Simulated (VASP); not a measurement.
**MgS (relaxed from the wurtzite structure, space group P6_3mc): computed properties**

Computed with PBEsol GGA, VASP's PBE PAW potentials (set 64) (plane waves; VASP).

```json
{
  "space_group": "P6_3mc (186)",
  "cell": "a = b = 4.0225 Å, c = 6.4342 Å, α = β = 90.00°, γ = 120.00°",
  "volume_per_atom": "22.54 Å³/atom",
  "band gap (over mesh and band path)": "3.32 eV",
  "smallest direct gap (over mesh and band path)": "3.32 eV",
  "band_edge_character": "direct, Γ to Γ",
  "density": "2.08 g/cm³"
}
```

```yaml
crystal:
  lattice:
    - [4.02251, 0.00000, 0.00000]
    - [-2.01126, 3.48360, 0.00000]
    - [0.00000, 0.00000, 6.43423]
  atoms:
    - { symbol: Mg, position: [0.33333, 0.66667, 0.99695] }
    - { symbol: Mg, position: [0.66667, 0.33333, 0.49695] }
    - { symbol: S, position: [0.33333, 0.66667, 0.37805] }
    - { symbol: S, position: [0.66667, 0.33333, 0.87805] }
```

The structure was generated: MgS was put into the wurtzite type (P6_3mc), which need not be its known phase. It was relaxed first. Symmetry was kept, so distortions that lower it aren't found.
